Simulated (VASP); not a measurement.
# EuAl4Si2Rh (P4/mmm) in VASP: further runs, part 2 of 2

VASP 6.6.1. Earlier steps stand in the parts before.

### 4 Electric field gradients, PBEsol+U, collinear spin, ferromagnetic start

INCAR

```
SYSTEM = EuAl4Si2Rh
PREC     = Accurate       ! precision mode
ENCUT    = 500            ! plane-wave cutoff, eV
EDIFF    = 1E-7           ! SCF threshold, eV
ISMEAR   = -1             ! smearing method
SIGMA    = 0.02           ! smearing width, eV
LREAL    = .False.        ! projectors in reciprocal space
LASPH    = .True.         ! aspherical terms in the spheres
NELM     = 120            ! most SCF steps
ALGO     = Normal         ! electronic algorithm
ISIF     = 2              ! what is computed and relaxed
LWAVE    = .False.        ! write WAVECAR
LCHARG   = .False.        ! write CHGCAR
ISPIN    = 2              ! spin polarisation
MAGMOM   = 7 0 0 0 0 0 0 0 ! initial moments
LORBIT   = 11             ! projections on sites
LMAXMIX  = 6              ! l up to which the mixer works
LDAU     = .True.         ! DFT+U
LDAUTYPE = 2            
LDAUL    = 3 -1 -1 -1     ! shell
LDAUU    = 6 0 0 0        ! U, eV
LDAUJ    = 0 0 0 0      
LDAUPRINT= 1            
GGA      = PS             ! functional
LEFG     = .True.
```

KPOINTS

```
Automatic mesh
0
Gamma
  6 6 3
  0 0 0
```

POSCAR

```
EuAl4Si2Rh
1.0
    4.1760000000      0.0000000000      0.0000000000
    0.0000000000      4.1760000000      0.0000000000
    0.0000000000      0.0000000000      8.2890000000
Eu Al Si Rh
1 4 2 1
Direct
    0.0000000000      0.0000000000      0.5000000000
    0.0000000000      0.5000000000      0.1680000000
    0.5000000000      0.0000000000      0.1680000000
    0.0000000000      0.5000000000      0.8320000000
    0.5000000000      0.0000000000      0.8320000000
    0.5000000000      0.5000000000      0.3574000000
    0.5000000000      0.5000000000      0.6426000000
    0.0000000000      0.0000000000      0.0000000000
```

Potentials or basis: VASP PAW PBE potentials, release 64 (Eu, Al, Si, Rh).

Command:

```console
cat potpaw_PBE.64/Eu/POTCAR potpaw_PBE.64/Al/POTCAR potpaw_PBE.64/Si/POTCAR potpaw_PBE.64/Rh/POTCAR > POTCAR
mpirun -np 1 vasp_std > vasp.out
```

OUTCAR:

```text
SYSTEM = EuAl4Si2Rh
   PREC = Accurate
   ENCUT = 500
   EDIFF = 1E-7
   ISMEAR = -1
   LREAL = .False.
   LASPH = .True.
   NELM = 120
   ISIF = 2
   ISPIN = 2
   LORBIT = 11
   GGA = PS

 ion  position               nearest neighbor table
   1  0.000  0.000  0.500-   6 3.18   7 3.18   6 3.18   7 3.18   6 3.18   7 3.18   6 3.18   7 3.18
                             4 3.45   5 3.45   3 3.45   5 3.45   2 3.45   3 3.45   2 3.45   4 3.45
   2  0.000  0.500  0.168-   8 2.51   8 2.51   6 2.61   6 2.61   4 2.79   3 2.95   3 2.95   3 2.95
                             3 2.95   1 3.45   1 3.45
   3  0.500  0.000  0.168-   8 2.51   8 2.51   6 2.61   6 2.61   5 2.79   2 2.95   2 2.95   2 2.95
                             2 2.95   1 3.45   1 3.45
   4  0.000  0.500  0.832-   8 2.51   8 2.51   7 2.61   7 2.61   2 2.79   5 2.95   5 2.95   5 2.95
                             5 2.95   1 3.45   1 3.45
   5  0.500  0.000  0.832-   8 2.51   8 2.51   7 2.61   7 2.61   3 2.79   4 2.95   4 2.95   4 2.95
                             4 2.95   1 3.45   1 3.45
   6  0.500  0.500  0.357-   7 2.36   3 2.61   2 2.61   3 2.61   2 2.61   1 3.18   1 3.18   1 3.18
                             1 3.18
   7  0.500  0.500  0.643-   6 2.36   5 2.61   4 2.61   5 2.61   4 2.61   1 3.18   1 3.18   1 3.18
                             1 3.18
   8  0.000  0.000  0.000-   2 2.51   3 2.51   4 2.51   5 2.51   2 2.51   4 2.51   3 2.51   5 2.51

  LATTYP: Found a simple tetragonal cell.
 ALAT       =     4.1760000000
 C/A-ratio  =     1.9849137931

  Lattice vectors:
[... 1715 lines left out ...]
   2     -21.883    -1.460    23.343       0.875
   3     -21.883    -1.460    23.343       0.875
   4     -21.883    -1.460    23.343       0.875
   5     -21.883    -1.460    23.343       0.875
   6      -4.761    -4.761     9.521       0.000
   7      -4.761    -4.761     9.521       0.000
   8       8.277     8.277   -16.554       0.000
----------------------------------------------------------------------

           NMR quadrupolar parameters

 Cq : quadrupolar parameter    Cq=e*Q*V_zz/h
 eta: asymmetry parameters     (V_yy - V_xx)/ V_zz
 Q  : nuclear electric quadrupole moment in mb (millibarn)
----------------------------------------------------------------------
 ion       Cq(MHz)       eta       Q (mb)
----------------------------------------------------------------------
   1       0.139       0.000       1.000
   2       0.056       0.875       1.000
   3       0.056       0.875       1.000
   4       0.056       0.875       1.000
   5       0.056       0.875       1.000
   6       0.023       0.000       1.000
   7       0.023       0.000       1.000
   8      -0.040       0.000       1.000
----------------------------------------------------------------------

 total charge

# of ion       s       p       d       f       tot
--------------------------------------------------
    1        2.026   5.727   0.367   6.767  14.887
    2        0.404   0.368   0.000   0.000   0.772
    3        0.404   0.368   0.000   0.000   0.772
    4        0.404   0.368   0.000   0.000   0.772
    5        0.404   0.368   0.000   0.000   0.772
    6        0.763   0.922   0.000   0.000   1.685
    7        0.763   0.922   0.000   0.000   1.685
    8        0.531   0.647   7.680   0.000   8.858
--------------------------------------------------
tot          5.700   9.689   8.046   6.767  30.203

 magnetization (x)

# of ion       s       p       d       f       tot
--------------------------------------------------
    1       -0.012  -0.100   0.068   6.748   6.703
    2       -0.002  -0.001   0.000   0.000  -0.003
    3       -0.002  -0.001   0.000   0.000  -0.003
    4       -0.002  -0.001   0.000   0.000  -0.003
    5       -0.002  -0.001   0.000   0.000  -0.003
    6       -0.004  -0.009   0.000   0.000  -0.013
    7       -0.004  -0.009   0.000   0.000  -0.013
    8       -0.002  -0.006  -0.000   0.000  -0.008
--------------------------------------------------
tot         -0.030  -0.130   0.068   6.748   6.655
```

OSZICAR:

```text
N       E                     dE             d eps       ncg     rms          rms(c)
DAV:   1     0.239117027190E+03    0.23912E+03   -0.16899E+04  3728   0.385E+03
DAV:   2    -0.109243616180E+02   -0.25004E+03   -0.22457E+03  4112   0.486E+02
DAV:   3    -0.430608206210E+02   -0.32136E+02   -0.31743E+02  4216   0.117E+02
[... 11 lines left out ...]
DAV:  15    -0.515937275849E+02   -0.10908E-05   -0.64154E-05  4672   0.951E-02    0.224E-01
DAV:  16    -0.515937182473E+02    0.93375E-05   -0.55879E-05  4000   0.228E-01    0.409E-02
DAV:  17    -0.515937191132E+02   -0.86587E-06   -0.99767E-06  4488   0.401E-02    0.447E-02
DAV:  18    -0.515937192869E+02   -0.17369E-06   -0.16928E-06  3840   0.701E-03    0.263E-02
DAV:  19    -0.515937192170E+02    0.69932E-07   -0.52550E-07  2648   0.156E-02
   1 F= -.51593719E+02 E0= -.51591204E+02  d E =-.503092E-02  mag=     7.0028
```

stdout:

```text
POSCAR found type information on POSCAR EuAlSiRh
 POSCAR found :  4 types and       8 ions
 scaLAPACK will be used
 -----------------------------------------------------------------------------
|                                                                             |
|                                                                             |
|     You enforced a specific xc type in the INCAR file but a different       |
|     I HOPE YOU KNOW WHAT YOU ARE DOING!                                     |
|                                                                             |
 -----------------------------------------------------------------------------

 LDA part: xc-table for (Slater+PW92), standard interpolation
 POSCAR, INCAR and KPOINTS ok, starting setup
 FFT: planning ... GRIDC
 FFT: planning ... GRID_SOFT
 FFT: planning ... GRID
 WAVECAR not read
 entering main loop
ion   1

ion   2

ion   3

ion   4

ion   5

ion   6

ion   7

ion   8
```

Run time: 2.4 min. Hardware: 1 thread of Intel Xeon 6975P-C (Granite Rapids), shared host; peak memory 0.37 GiB.

What came out:

* Free energy: -51.5937 eV
* Pressure: -1.3 GPa
* Largest force: 0.016 eV/Å
* Band gap on the k mesh: none (metal or under the smearing width)
* Net moment: 7.00 μB per cell
* Site moments: Eu +6.70; Al -0.00; Si -0.01; Rh -0.01 μB
* Valence electrons inside the program's atomic spheres: Eu 14.89; Al 0.77; Si 1.69; Rh 8.86

Forces on the atoms (eV/Å):
```
Eu   0.000  0.000  0.000
Al   0.000  0.000  0.016
Al   0.000  0.000  0.016
Al   0.000  0.000 -0.016
Al   0.000  0.000 -0.016
Si   0.000  0.000 -0.004
Si   0.000  0.000  0.004
Rh   0.000  0.000  0.000
```

Levels at points of the mesh, in eV from the Fermi level:
Spin up:
| k point | band 24 | band 25 | band 26 | band 27 | band 28 | band 29 | band 30 | band 31 |
| --- | --- | --- | --- | --- | --- | --- | --- | --- |
| (0.00, 0.00, 0.00) | -1.18 | -1.12 | -1.12 | 0.43 | 0.62 | 0.77 | 0.77 | 1.49 |
| (0.50, 0.00, 0.00) | -1.16 | -0.41 | 0.22 | 0.67 | 0.75 | 0.99 | 1.15 | 1.68 |
| (0.50, 0.50, 0.00) | -1.32 | -1.29 | -1.29 | -1.29 | 1.05 | 1.31 | 2.48 | 2.82 |
Spin down:
```csv
k point,band 16,band 17,band 18,band 19,band 20,band 21,band 22,band 23,band 24,band 25
"(0.00, 0.00, 0.00)",-2.15,-1.05,-1.04,-1.04,0.17,0.66,0.66,0.83,1.65,3.25
"(0.50, 0.00, 0.00)",-2.04,-2.02,-0.76,0.40,0.57,0.63,0.96,1.46,1.80,2.08
"(0.50, 0.50, 0.00)",-2.53,-2.53,-2.35,-2.26,-2.15,0.93,1.64,2.48,2.81,2.81
```

Electric field gradients, principal values (V/Å²):
```
atom      Vxx      Vyy      Vzz
1 Eu  -28.815  -28.815   57.631
2 Al   -1.460  -21.883   23.343
3 Al   -1.460  -21.883   23.343
4 Al   -1.460  -21.883   23.343
5 Al   -1.460  -21.883   23.343
6 Si   -4.761   -4.761    9.521
7 Si   -4.761   -4.761    9.521
8 Rh    8.277    8.277  -16.554
```

Eigenvalues of the final occupation matrices:
```csv
site,spin,trace,eigenvalues
site 1 f,1,6.77,0.96 0.96 0.96 0.97 0.97 0.97 0.98
site 1 f,2,0.01,0.00 0.00 0.00 0.00 0.00 0.00 0.00
```

Caveat: the PAW data sets were made with another functional, which shifts forces and pressure a little; spin-orbit coupling is left out, which moves the levels of the heavy elements. The state reached can hang on the start; a lower one may exist.

### 5 Electric field gradients, PBEsol+U, collinear spin, ferromagnetic start

Changes to INCAR since step 4:

```diff
@@ -2,3 +2,3 @@
 PREC     = Accurate       ! precision mode
-ENCUT    = 500            ! plane-wave cutoff, eV
+ENCUT    = 600            ! plane-wave cutoff, eV
 EDIFF    = 1E-7           ! SCF threshold, eV
```

KPOINTS is that of step 4.

POSCAR is that of step 4.

Potentials or basis: VASP PAW PBE potentials, release 64 (Eu, Al, Si, Rh_pv).

Command:

```console
cat potpaw_PBE.64/Eu/POTCAR potpaw_PBE.64/Al/POTCAR potpaw_PBE.64/Si/POTCAR potpaw_PBE.64/Rh_pv/POTCAR > POTCAR
mpirun -np 1 vasp_std > vasp.out
```

OUTCAR:

```text
SYSTEM = EuAl4Si2Rh
   PREC = Accurate
   ENCUT = 600
   EDIFF = 1E-7
   ISMEAR = -1
   LREAL = .False.
   LASPH = .True.
   NELM = 120
   ISIF = 2
   ISPIN = 2
   LORBIT = 11
   GGA = PS

 ion  position               nearest neighbor table
   1  0.000  0.000  0.500-   6 3.18   7 3.18   6 3.18   7 3.18   6 3.18   7 3.18   6 3.18   7 3.18
                             4 3.45   5 3.45   3 3.45   5 3.45   2 3.45   3 3.45   2 3.45   4 3.45
   2  0.000  0.500  0.168-   8 2.51   8 2.51   6 2.61   6 2.61   4 2.79   3 2.95   3 2.95   3 2.95
                             3 2.95   1 3.45   1 3.45
   3  0.500  0.000  0.168-   8 2.51   8 2.51   6 2.61   6 2.61   5 2.79   2 2.95   2 2.95   2 2.95
                             2 2.95   1 3.45   1 3.45
   4  0.000  0.500  0.832-   8 2.51   8 2.51   7 2.61   7 2.61   2 2.79   5 2.95   5 2.95   5 2.95
                             5 2.95   1 3.45   1 3.45
   5  0.500  0.000  0.832-   8 2.51   8 2.51   7 2.61   7 2.61   3 2.79   4 2.95   4 2.95   4 2.95
                             4 2.95   1 3.45   1 3.45
   6  0.500  0.500  0.357-   7 2.36   3 2.61   2 2.61   3 2.61   2 2.61   1 3.18   1 3.18   1 3.18
                             1 3.18
   7  0.500  0.500  0.643-   6 2.36   5 2.61   4 2.61   5 2.61   4 2.61   1 3.18   1 3.18   1 3.18
                             1 3.18
   8  0.000  0.000  0.000-   2 2.51   3 2.51   4 2.51   5 2.51   2 2.51   4 2.51   3 2.51   5 2.51

  LATTYP: Found a simple tetragonal cell.
 ALAT       =     4.1760000000
 C/A-ratio  =     1.9849137931

  Lattice vectors:

 A1 = (   4.1760000000,   0.0000000000,   0.0000000000)
 A2 = (   0.0000000000,   4.1760000000,   0.0000000000)
 A3 = (   0.0000000000,   0.0000000000,   8.2890000000)

Analysis of symmetry for initial positions (statically):
=====================================================================
 Subroutine PRICEL returns:
 Original cell was already a primitive cell.

 Routine SETGRP: Setting up the symmetry group for a
 simple tetragonal supercell.

 Subroutine GETGRP returns: Found 16 space group operations
[... 1800 lines left out ...]
  energy  without entropy=      -51.5951404145  energy(sigma->0) =      -51.59766032

 Electric field gradients (V/A^2)
---------------------------------------------------------------------
 ion       V_xx      V_yy      V_zz      V_xy      V_xz      V_yz
---------------------------------------------------------------------
   1     -28.800   -28.800    57.600     0.000    -0.000    -0.000
   2      23.320   -21.852    -1.468    -0.000     0.000     0.000
   3     -21.852    23.320    -1.468    -0.000    -0.000    -0.000
   4      23.320   -21.852    -1.468    -0.000     0.000     0.000
   5     -21.852    23.320    -1.468     0.000     0.000    -0.000
   6      -4.766    -4.766     9.533     0.000     0.000     0.000
   7      -4.766    -4.766     9.533     0.000     0.000     0.000
   8      10.915    10.915   -21.830    -0.000    -0.000    -0.000
---------------------------------------------------------------------

 Electric field gradients after diagonalization (V/A^2)
 (convention: |V_zz| > |V_xx| > |V_yy|)
----------------------------------------------------------------------
 ion       V_xx      V_yy      V_zz     asymmetry (V_yy - V_xx)/ V_zz
----------------------------------------------------------------------
   1     -28.800   -28.800    57.600       0.000
   2     -21.852    -1.468    23.320       0.874
   3     -21.852    -1.468    23.320       0.874
   4     -21.852    -1.468    23.320       0.874
   5     -21.852    -1.468    23.320       0.874
   6      -4.766    -4.766     9.533       0.000
   7      -4.766    -4.766     9.533       0.000
   8      10.915    10.915   -21.830       0.000
----------------------------------------------------------------------

           NMR quadrupolar parameters

 Cq : quadrupolar parameter    Cq=e*Q*V_zz/h
 eta: asymmetry parameters     (V_yy - V_xx)/ V_zz
 Q  : nuclear electric quadrupole moment in mb (millibarn)
----------------------------------------------------------------------
 ion       Cq(MHz)       eta       Q (mb)
----------------------------------------------------------------------
   1       0.139       0.000       1.000
   2       0.056       0.874       1.000
   3       0.056       0.874       1.000
   4       0.056       0.874       1.000
   5       0.056       0.874       1.000
   6       0.023       0.000       1.000
   7       0.023       0.000       1.000
   8      -0.053       0.000       1.000
----------------------------------------------------------------------

 total charge

# of ion       s       p       d       f       tot
--------------------------------------------------
    1        2.026   5.726   0.367   6.767  14.886
    2        0.404   0.368   0.000   0.000   0.772
    3        0.404   0.368   0.000   0.000   0.772
    4        0.404   0.368   0.000   0.000   0.772
    5        0.404   0.368   0.000   0.000   0.772
    6        0.763   0.922   0.000   0.000   1.685
    7        0.763   0.922   0.000   0.000   1.685
    8        0.442   6.344   7.349   0.000  14.135
--------------------------------------------------
tot          5.610  15.385   7.716   6.767  35.478

 magnetization (x)

# of ion       s       p       d       f       tot
--------------------------------------------------
    1       -0.012  -0.100   0.068   6.747   6.704
    2       -0.002  -0.001   0.000   0.000  -0.003
    3       -0.002  -0.001   0.000   0.000  -0.003
    4       -0.002  -0.001   0.000   0.000  -0.003
    5       -0.002  -0.001   0.000   0.000  -0.003
    6       -0.004  -0.009   0.000   0.000  -0.013
    7       -0.004  -0.009   0.000   0.000  -0.013
    8       -0.002  -0.004   0.000   0.000  -0.005
--------------------------------------------------
tot         -0.030  -0.127   0.068   6.747   6.659
```

It took 4.1 min on 1 thread of Intel Xeon 6975P-C (Granite Rapids), shared host; peak memory 0.5 GiB.

What came out:

| Property | Result |
| --- | --- |
| Free energy | -51.6002 eV |
| Pressure | -1.3 GPa |
| Largest force | 0.011 eV/Å |
| Band gap on the k mesh | none (metal or under the smearing width) |
| Net moment | 7.00 μB per cell |
| Site moments | Eu +6.70; Al -0.00; Si -0.01; Rh -0.01 μB |
| Valence electrons inside the program's atomic spheres | Eu 14.89; Al 0.77; Si 1.69; Rh 14.13 |

Forces on the atoms (eV/Å):
```
Eu   0.000  0.000  0.000
Al   0.000  0.000  0.011
Al   0.000  0.000  0.011
Al   0.000  0.000 -0.011
Al   0.000  0.000 -0.011
Si   0.000  0.000 -0.005
Si   0.000  0.000  0.005
Rh   0.000  0.000  0.000
```

Electric field gradients, principal values (V/Å²):
```tsv
atom	Vxx	Vyy	Vzz
1 Eu	-28.800	-28.800	57.600
2 Al	-1.468	-21.852	23.320
3 Al	-1.468	-21.852	23.320
4 Al	-1.468	-21.852	23.320
5 Al	-1.468	-21.852	23.320
6 Si	-4.766	-4.766	9.533
7 Si	-4.766	-4.766	9.533
8 Rh	10.915	10.915	-21.830
```

Eigenvalues of the final occupation matrices:
```tsv
site	spin	trace	eigenvalues
site 1 f	1	6.77	0.96 0.96 0.96 0.97 0.97 0.97 0.98
site 1 f	2	0.01	0.00 0.00 0.00 0.00 0.00 0.00 0.00
```

Caveat: the PAW data sets were made with another functional, which shifts forces and pressure a little; spin-orbit coupling is left out, which moves the levels of the heavy elements.

### 6 The runs side by side

```csv
potentials or basis,k mesh,cutoff (eV),gap on the mesh (eV),pressure (GPa),moment (μB),largest force (eV/Å)
"VASP PAW PBE potentials, release 64 (Eu, Al, Si, Rh_pv)",8 × 8 × 4,520,none,-1.4,7.02,0.02
"VASP PAW PBE potentials, release 64 (Eu, Al, Si, Rh_pv)",6 × 6 × 3,700,none,-1.3,7.00,0.01
"VASP PAW PBE potentials, release 64 (Eu, Al, Si, Rh)",6 × 6 × 3,500,none,-1.3,7.00,0.02
"VASP PAW PBE potentials, release 64 (Eu, Al, Si, Rh_pv)",6 × 6 × 3,600,none,-1.3,7.00,0.01
```

Alike in all rows: task electric field gradients; level PBEsol+U; spin collinear, ferromagnetic start; Eu f U = 6.0 eV; cell as given; smearing fermi-dirac 0.02 eV.

Caveats: the PAW data sets were made with another functional, which shifts forces and pressure a little; spin-orbit coupling is left out, which moves the levels of the heavy elements.

Absolute energies hang on the potentials; compare differences alone.
